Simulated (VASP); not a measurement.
# Zr: surface energy and work function by face, part 4 of 5

Which face of Zr is cheapest, and which holds its electrons hardest?

VASP 6.6.1; PBEsol; plane waves and PAW (Zr_sv).

So far. Step 4 (Relaxing the slab, 8 atoms, face Zr(0001)): The run ended after 9 ionic steps, 0.100 eV below its first step, once the forces on the free atoms met EDIFFG = -0.03. Step 5 (Potential and states of the slab, 8 atoms, face …): The vacuum level lies 4.29 eV above the Fermi level at the upper face; both faces agree, as the slab has next to no dipole.

## (6) Surface relaxation, 12 atoms, face Zr(10-10)

System of this step: Zr(10-10). The cell holds 12 atoms: 12 Zr. Cell: a = 3.186 Å, b = 5.117 Å, c = 29.716 Å, α = 90.0°, β = 90.0°, γ = 90.0°. It derives from Zr. 12 layers of hcp Zr, cut at this functional's lattice. Vacuum lies along c.

The input, INCAR:

```
SYSTEM = Zr
PREC = Normal
ENCUT = 320
EDIFF = 1E-05
NELM = 120
ISMEAR = 1
SIGMA = 0.15
LREAL = .FALSE.
ALGO = Fast
GGA = PS
NBANDS = 89
LASPH = .TRUE.
LORBIT = 11
LWAVE = .FALSE.
LCHARG = .FALSE.
KPAR = 4
IBRION = 2
NSW = 40
ISIF = 2
EDIFFG = -0.03
POTIM = 0.4
MAXMIX = 40
```

The input, POSCAR:

```
Zr
1.0
    3.1860636942      0.0000000000      0.0000000000
    0.0000000000      5.1166753509      0.0000000000
    0.0000000000      0.0000000000     29.7157978520
Zr
12
Direct
    0.0000000000      0.0000000000      0.2523910000
    0.5000000000      0.0000000000      0.3452443800
    0.5000000000      0.5000000000      0.2833421300
    0.0000000000      0.0000000000      0.4380977500
    0.0000000000      0.5000000000      0.3761955000
    0.5000000000      0.0000000000      0.5309511200
    0.5000000000      0.5000000000      0.4690488800
    0.0000000000      0.0000000000      0.6238045000
    0.0000000000      0.5000000000      0.5619022500
    0.5000000000      0.0000000000      0.7166578700
    0.5000000000      0.5000000000      0.6547556200
    0.0000000000      0.5000000000      0.7476090000
```

The input, KPOINTS:

```
Automatic mesh
0
Gamma
9 6 1
0 0 0
```

Potentials, in the order of the species: Zr_sv (PBE family, release 64).

Command:

```sh
$ mpirun -np 4 vasp_std
```

Output:

```text
[banner, memory and clock lines left out]
running    4 mpi-ranks, on    1 nodes
 distrk:  each k-point on    1 cores,    4 groups
 distr:  one band on    1 cores,    1 groups

 POSCAR found type information on POSCAR Zr
 POSCAR found :  1 types and      12 ions
 [... a notice as in an earlier step ...]

 LDA part: xc-table for (Slater+PW92), standard interpolation
 POSCAR, INCAR and KPOINTS ok, starting setup
 FFT: planning ... GRIDC
 FFT: planning ... GRID_SOFT
 FFT: planning ... GRID
 WAVECAR not read
 entering main loop
       N       E                     dE             d eps       ncg     rms          rms(c)
DAV:   1     0.113749705769E+04    0.11375E+04   -0.63078E+04  4472   0.108E+03
DAV:   2     0.228986861113E+02   -0.11146E+04   -0.10816E+04  3965   0.379E+02
DAV:   3    -0.918220994777E+02   -0.11472E+03   -0.11107E+03  5800   0.744E+01
DAV:   4    -0.111267821739E+03   -0.19446E+02   -0.19252E+02  5968   0.303E+01
DAV:   5    -0.113752426236E+03   -0.24846E+01   -0.24803E+01  5352   0.860E+00    0.383E+01
RMM:   6    -0.155893749409E+03   -0.42141E+02   -0.14927E+02  4560   0.168E+01    0.230E+01
RMM:   7    -0.165001287563E+03   -0.91075E+01   -0.10163E+02  4374   0.145E+01    0.267E+01
RMM:   8    -0.107048961058E+03    0.57952E+02   -0.14104E+01  4186   0.828E+00    0.108E+01
RMM:   9    -0.105542335328E+03    0.15066E+01   -0.48316E+00  4869   0.339E+00    0.782E+00
RMM:  10    -0.105697706513E+03   -0.15537E+00   -0.11233E+00  4784   0.204E+00    0.564E+00
RMM:  11    -0.105141364124E+03    0.55634E+00   -0.72227E-01  4549   0.199E+00    0.188E+00
RMM:  12    -0.105104594136E+03    0.36770E-01   -0.59097E-01  4950   0.129E+00    0.660E-01
RMM:  13    -0.105112065284E+03   -0.74711E-02   -0.16466E-01  5550   0.688E-01    0.354E-01
RMM:  14    -0.105116696930E+03   -0.46316E-02   -0.61754E-02  5609   0.394E-01    0.212E-01
RMM:  15    -0.105119900685E+03   -0.32038E-02   -0.30598E-02  5831   0.266E-01    0.106E-01
RMM:  16    -0.105122204247E+03   -0.23036E-02   -0.18125E-02  5986   0.183E-01    0.855E-02
RMM:  17    -0.105123341563E+03   -0.11373E-02   -0.89224E-03  5762   0.132E-01    0.465E-02
RMM:  18    -0.105124071486E+03   -0.72992E-03   -0.60983E-03  5635   0.944E-02    0.373E-02
RMM:  19    -0.105124370556E+03   -0.29907E-03   -0.26954E-03  5574   0.785E-02    0.266E-02
RMM:  20    -0.105124646723E+03   -0.27617E-03   -0.22148E-03  5341   0.589E-02    0.114E-02
RMM:  21    -0.105124832511E+03   -0.18579E-03   -0.11329E-03  5060   0.475E-02    0.116E-02
RMM:  22    -0.105124998017E+03   -0.16551E-03   -0.88396E-04  4471   0.376E-02    0.538E-03
WARNING in EDDRMM: call to ZHEGV failed, returncode =   8  4     37
WARNING in EDDRMM: call to ZHEGV failed, returncode =   6  3     47
RMM:  23    -0.105125110969E+03   -0.11295E-03   -0.47598E-04  4139   0.294E-02    0.404E-03
RMM:  24    -0.105125206273E+03   -0.95304E-04   -0.34123E-04  3811   0.235E-02    0.344E-03
RMM:  25    -0.105125260091E+03   -0.53817E-04   -0.19374E-04  3230   0.187E-02    0.267E-03
WARNING in EDDRMM: call to ZHEGV failed, returncode =   6  3     59
RMM:  26    -0.105125291734E+03   -0.31643E-04   -0.13574E-04  2966   0.153E-02    0.232E-03
RMM:  27    -0.105125302398E+03   -0.10664E-04   -0.77412E-05  2557   0.125E-02    0.211E-03
RMM:  28    -0.105125306768E+03   -0.43704E-05   -0.57612E-05  2347   0.106E-02
   1 F= -.10512531E+03 E0= -.10512044E+03  d E =-.105125E+03
 curvature:   0.00 expect dE= 0.000E+00 dE for cont linesearch  0.000E+00
 trial: gam= 0.00000 g(F)=  0.233E-01 g(S)=  0.000E+00 ort = 0.000E+00 (trialstep = 0.100E+01)
 search vector abs. value=  0.233E-01
 bond charge predicted
       N       E                     dE             d eps       ncg     rms          rms(c)
DAV:   1    -0.105135168336E+03   -0.98659E-02   -0.46791E+00  4182   0.875E+00    0.355E-01
RMM:   2    -0.105144477946E+03   -0.93096E-02   -0.10564E-01  3768   0.119E+00    0.245E-01
RMM:   3    -0.105145785801E+03   -0.13079E-02   -0.16742E-02  5005   0.338E-01    0.199E-01
RMM:   4    -0.105145404599E+03    0.38120E-03   -0.37175E-03  5845   0.154E-01    0.154E-01
RMM:   5    -0.105145683594E+03   -0.27899E-03   -0.14585E-03  5805   0.926E-02    0.738E-02
RMM:   6    -0.105145873833E+03   -0.19024E-03   -0.76454E-04  5724   0.635E-02    0.359E-02
RMM:   7    -0.105145921056E+03   -0.47223E-04   -0.35183E-04  5165   0.428E-02    0.294E-02
RMM:   8    -0.105145953203E+03   -0.32147E-04   -0.20387E-04  4648   0.327E-02    0.244E-02
RMM:   9    -0.105145963777E+03   -0.10574E-04   -0.11716E-04  4006   0.254E-02    0.178E-02
RMM:  10    -0.105145968342E+03   -0.45644E-05   -0.80259E-05  3445   0.198E-02
   2 F= -.10514597E+03 E0= -.10514161E+03  d E =-.206616E-01
[...]
WARNING in EDDRMM: call to ZHEGV failed, returncode =   8  4     50
[...]
WARNING in EDDRMM: call to ZHEGV failed, returncode =   8  4     26
WARNING in EDDRMM: call to ZHEGV failed, returncode =   6  3     47
[...]
WARNING in EDDRMM: call to ZHEGV failed, returncode =   8  4     75
[...]
WARNING in EDDRMM: call to ZHEGV failed, returncode =   8  4     16
[... from here on, the cycles between the ionic steps are left out ...]
   3 F= -.10517672E+03 E0= -.10517440E+03  d E =-.514144E-01
[...]
WARNING in EDDRMM: call to ZHEGV failed, returncode =   8  4     32
[...]
WARNING in EDDRMM: call to ZHEGV failed, returncode =   8  4     16
WARNING in EDDRMM: call to ZHEGV failed, returncode =   8  4     33
   4 F= -.10517710E+03 E0= -.10517516E+03  d E =-.517935E-01
[...]
WARNING in EDDRMM: call to ZHEGV failed, returncode =   6  3     76
   5 F= -.10518200E+03 E0= -.10518013E+03  d E =-.489755E-02
[...]
WARNING in EDDRMM: call to ZHEGV failed, returncode =   6  3     47
[...]
WARNING in EDDRMM: call to ZHEGV failed, returncode =   8  4     44
   6 F= -.10518457E+03 E0= -.10518284E+03  d E =-.746666E-02
[...]
WARNING in EDDRMM: call to ZHEGV failed, returncode =   6  3     50
WARNING in EDDRMM: call to ZHEGV failed, returncode =   6  3     28
   7 F= -.10518493E+03 E0= -.10518308E+03  d E =-.365768E-03
[...]
WARNING in EDDRMM: call to ZHEGV failed, returncode =   8  4     57
[...]
WARNING in EDDRMM: call to ZHEGV failed, returncode =   8  4     21
   8 F= -.10518538E+03 E0= -.10518330E+03  d E =-.810764E-03
   9 F= -.10518546E+03 E0= -.10518345E+03  d E =-.895561E-03
 curvature:  -2.25 expect dE=-0.503E-03 dE for cont linesearch -0.145E-05
 trial: gam= 0.58137 g(F)=  0.224E-03 g(S)=  0.000E+00 ort =-0.164E-04 (trialstep = 0.273E+01)
 search vector abs. value=  0.346E-03
 bond charge predicted
       N       E                     dE             d eps       ncg     rms          rms(c)
DAV:   1    -0.105185044350E+03    0.41268E-03   -0.49745E-01  3806   0.313E+00    0.945E-02
RMM:   2    -0.105185930763E+03   -0.88641E-03   -0.99534E-03  3656   0.424E-01    0.110E-01
RMM:   3    -0.105185778072E+03    0.15269E-03   -0.19153E-03  4487   0.162E-01    0.452E-02
RMM:   4    -0.105185831423E+03   -0.53351E-04   -0.41244E-04  4877   0.620E-02    0.481E-02
RMM:   5    -0.105185883316E+03   -0.51893E-04   -0.11238E-04  5028   0.326E-02    0.382E-02
RMM:   6    -0.105185879380E+03    0.39357E-05   -0.61628E-05  4228   0.216E-02
  10 F= -.10518588E+03 E0= -.10518378E+03  d E =-.416901E-03
 ZBRENT: can't locate minimum, use default step
 trial-energy change:   -0.000417  1 .order   -0.000520   -0.000585   -0.000455
 step:  10.9234(harm= 12.3286)  dis= 0.01696  next Energy=  -105.186783 (dE=-0.132E-02)
 reached required accuracy - stopping structural energy minimisation
```

Elapsed: 19 min, on 4 MPI ranks of AMD EPYC 7R43, shared host; peak memory 1.5 GiB; 73 min of CPU time.

From OUTCAR (step 6):

```text
   k-points           NKPTS =     20   k-points in BZ     NKDIM =     20   number of bands    NBANDS=     89

   ENCUT  =  320.0 eV  23.52 Ry    4.85 a.u.   4.65  7.46 43.34*2*pi/ulx,y,z

   NELECT =     144.0000    total number of electrons

 E-fermi :   3.5137

 k-point     1 :       0.0000    0.0000    0.0000
  band No.  band energies     occupation
    ...
     66       3.1443      2.00273
     67       3.3403      2.06930
     68       3.3458      2.06698
     69       3.4434      1.70457
     70       3.5508      0.59464
     71       3.9203     -0.00086
     72       4.1012     -0.00000
     73       4.1307     -0.00000
     74       4.2090     -0.00000
     75       4.2375     -0.00000
    ...

  Total       -6.7027128     -4.0869595     -2.3125668      0.0000000      0.0000000      0.0000000
  in kB      -22.1682538    -13.5170278     -7.6484804      0.0000000      0.0000000      0.0000000
  external PRESSURE =     -14.4445873 kB  Pullay stress =       0.0000000 kB

 POSITION                                       TOTAL-FORCE (eV/Angst)
 -----------------------------------------------------------------------------------
      0.00000      0.00000      7.59424         0.000000      0.000000      0.018911
      1.59303      0.00000     10.20940         0.000000      0.000000      0.001787
      1.59303      2.55834      8.44147         0.000000      0.000000      0.011064
      0.00000      0.00000     12.98618         0.000000      0.000000      0.021976
      0.00000      2.55834     11.17197         0.000000      0.000000      0.010738
      1.59303      0.00000     15.78195         0.000000      0.000000     -0.028643
      1.59303      2.55834     13.93385         0.000000      0.000000      0.028643
      0.00000      0.00000     18.54382         0.000000      0.000000     -0.010738
      0.00000      2.55834     16.72962         0.000000      0.000000     -0.021976
      1.59303      0.00000     21.27433         0.000000      0.000000     -0.011064
      1.59303      2.55834     19.50639         0.000000      0.000000     -0.001787
      0.00000      2.55834     22.12156         0.000000      0.000000     -0.018911
 -----------------------------------------------------------------------------------
    total drift:                                0.000000      0.000000     -0.000000

  FREE ENERGIE OF THE ION-ELECTRON SYSTEM (eV)
  ---------------------------------------------------
  free  energy   TOTEN  =      -105.1858793805 eV

  energy  without entropy=     -105.1795765837  energy(sigma->0) =     -105.18377845

[... 1 part as in an earlier step ...]

[... 15 further parts left out ...]
```

The run keeps the 8 symmetry operations of its start, so it cannot find a distortion of lower symmetry.

Step by step:

```
step  energy less that of the first step (eV)  largest force (eV/Å)
   1                                   0.0000                0.4426
   2                                  -0.0207                0.3568
   3                                  -0.0514                0.1259
   4                                  -0.0518                0.1520
   5                                  -0.0567                0.1051
   6                                  -0.0593                0.0451
   7                                  -0.0596                0.0338
   8                                  -0.0601                0.0448
   9                                  -0.0602                0.0348
  10                                  -0.0606                0.0286
```

The atoms that moved most (Å):

```csv
atom,dx,dy,dz,length
Zr1,0.000,0.000,0.094,0.094
Zr12,0.000,0.000,-0.094,0.094
Zr11,0.000,0.000,0.050,0.050
Zr2,0.000,0.000,-0.050,0.050
Zr4,0.000,0.000,-0.032,0.032
Zr9,0.000,0.000,0.032,0.032
Zr10,0.000,0.000,-0.022,0.022
Zr3,0.000,0.000,0.022,0.022
```

The relaxed structure:

```
Zr
1.0
     3.18606    0.00000    0.00000
     0.00000    5.11668    0.00000
     0.00000    0.00000   29.71580
Zr
12
Direct
  0.00000 0.00000 0.25556
  0.50000 0.00000 0.34357
  0.50000 0.50000 0.28407
  0.00000 0.00000 0.43701
  0.00000 0.50000 0.37596
  0.50000 0.00000 0.53110
  0.50000 0.50000 0.46890
  0.00000 0.00000 0.62404
  0.00000 0.50000 0.56299
  0.50000 0.00000 0.71593
  0.50000 0.50000 0.65643
  0.00000 0.50000 0.74444
```

This step gave:

| Item | Value |
| --- | --- |
| electronic cycles | 114 |
| electrons | 144 |
| free energy (TOTEN) | -105.1859 eV |
| energy at zero smearing | -105.1838 eV |
| Fermi energy | 3.514 eV |

The run ended after 10 ionic steps, 0.061 eV below its first step, once the forces on the free atoms met EDIFFG = -0.03.

(Continued in part 5 of 5.)

[Lines on the potential files, build, host, timing and source positions are cut from VASP's logs without a mark.]

[Logs are printed without paths, hosts, clocks, repeated set-up lines and the standing remarks that a program may print on its own settings, such as how far it seeks lower states.]

[Hosts, paths, dates, database ids (printed as entryN), source tags and the programs' standing remarks are cut or masked in the printed files.]

[Runs that stopped without an error message from VASP are left out.]
